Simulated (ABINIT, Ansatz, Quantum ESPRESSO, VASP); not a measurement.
# Code comparison for F2 (C2/c, 4 atoms in the cell)

Self-consistent single point.

```
F2
1.0
    2.55632    -1.58403     0.00000
    2.55632     1.58403     0.00000
   -0.56211     0.00000     6.59771
F
4
Direct
  0.59583   0.91533   0.59796
  0.40417   0.08467   0.40204
  0.08467   0.40417   0.90204
  0.91533   0.59583   0.09796
```

All programs got the same cell, k-point mesh and kind of occupations (some realise fixed ones as a very narrow smearing) (in Ansatz's words: kpoints.mp_grid.grid = 10 10 4; scf.occupations.method = fixed); potentials, basis and cutoffs are each program's usual ones.

```json
[
 {"code": "Quantum ESPRESSO", "model": "PBEsol, GBRV 1.5 ultrasoft (PBESOL) pseudopotentials", "pressure (GPa)": "0.18", "largest force (eV/Å)": "0.129", "gap on the mesh (eV)": "2.620", "cutoff": "40 Ry"},
 {"code": "VASP", "model": "PBEsol, VASP's PBE PAW potentials (set 64)", "pressure (GPa)": "-14.04", "largest force (eV/Å)": "0.038", "gap on the mesh (eV)": "2.590", "cutoff": "400 eV"},
 {"code": "Ansatz", "model": "PBEsol, default PAW files made with PBE", "pressure (GPa)": "-0.83", "largest force (eV/Å)": "0.341", "gap on the mesh (eV)": "2.656", "cutoff": "default"},
 {"code": "ABINIT", "model": "PBEsol, norm-conserving pseudopotentials (PseudoDojo nc-sr-04 PBEsol standard)", "pressure (GPa)": "0.30", "largest force (eV/Å)": "0.287", "gap on the mesh (eV)": "2.465", "cutoff": "42 Ha"}
]
```

Gaps are read on the mesh.

The spread over the programs that give each value: pressure within 14.34 GPa; largest force within 0.303 eV/Å; gap on the mesh within 0.191 eV.

The starting cell comes from a database of computed structures (which also holds hypothetical and non-ambient phases and stackings), without a prior relaxation at this level.

Why do the programs differ, and what cannot be compared?

Differences of this kind can come from the potentials, where these differ, and from what each basis and cutoff leave unconverged. The zero of total energies and Fermi levels follows the potentials and each program's conventions, so they are not compared here. Ansatz's pressure is given at a fixed set of plane waves, as the other plane-wave codes print theirs; with its correction for the finite basis it is 0.34 GPa (the shift of 1.18 GPa shows how far the cutoff is from converged). In the pressure, VASP (by 13.72) lies more than 1 GPa from the median of the plane-wave programs. In the gap, ABINIT (by 0.139) lies more than 0.12 eV from the median of the plane-wave programs. In the force vectors, VASP (by 0.244) and Ansatz (by 0.133) lie more than 0.08 eV/Å from the median of the plane-wave programs.

VASP's run is marked for a possible Pulay error in its stress at this cutoff; no cutoff test was made.

VASP ran the fixed occupations as a Gaussian smearing of 0.01 eV.

Left out of this page: GPAW, CP2K, FLEUR and SIESTA (not drawn, or without a comparable value).

Ansatz is a first-principles code.

Keys are those of Ansatz 0.2.
